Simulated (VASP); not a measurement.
Energy against volume of GdN (rock salt). These are TPSS meta-GGA, VASP's PBE PAW potentials (set 64) (plane waves; VASP) values and carry that method's errors. Settings: 520 eV cut-off, 13×13×13 Γ-centred mesh, first-order Methfessel-Paxton smearing of 0.10 eV, potentials Gd_3 N.

The 4f electrons are frozen in the core of the lanthanide potential, so 4f levels, which can set the real gap, and their magnetism are missing.

```json
[
 {"V (Å³/atom)": "14.913", "E (eV/atom)": "-11.34582"},
 {"V (Å³/atom)": "15.374", "E (eV/atom)": "-11.35326"},
 {"V (Å³/atom)": "15.835", "E (eV/atom)": "-11.34685"},
 {"V (Å³/atom)": "16.296", "E (eV/atom)": "-11.32859"}
]
```

### Question
Fit these four points and predict the energy of the run at 14.451 Å³/atom.

### Answer
A cubic in V^(−2/3), the third-order Birch-Murnaghan form, passes through the four points with V0 = 15.38 Å³/atom and B0 = 160 GPa, and gives -11.3221 eV/atom there. The run gave -11.3222 eV/atom, -0.0 meV/atom from the fit; all five points give B0 = 160 GPa.

The compound is GdN in the rock salt structure. It was relaxed first.
